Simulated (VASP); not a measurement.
Shape and ions are relaxed at each volume.

```yaml
crystal:
  lattice:
    - [2.73145, 0.00000, 0.00000]
    - [0.00000, 2.73145, 0.00000]
    - [0.00000, 0.00000, 3.73142]
  atoms:
    - { symbol: Fe, position: [0.00000, 0.00000, 0.00000], spin: 3.3 }
    - { symbol: Pt, position: [0.50000, 0.50000, 0.50000], spin: 0.3 }
```

Calculation: r2SCAN meta-GGA, VASP's PBE PAW potentials (set 64) (plane waves; VASP). Run with 520 eV cut-off, 13×13×10 Γ-centred mesh, first-order Methfessel-Paxton smearing of 0.10 eV, potentials Fe Pt.

**Question.** Give the energy at these volumes per atom, relative to the lowest: 13.09, 13.50, 13.92, 14.34, 14.76 Å³.

**Answer.** 39.5, 9.3, 0.0, 8.4, 31.2 meV/atom. A third-order Birch-Murnaghan fit gives B0 = 223 GPa and B0′ = 5.0.

Measured: bulk modulus 208 GPa (computed value off by +7.4 %), as given by First-principles calculations on Fe-Pt nanoclusters of various morphologies. The calculation is for a static lattice, while the measured bulk modulus holds thermal and zero-point effects, which are part of the difference.

The compound is FePt in the L1_0 structure. It was relaxed first.
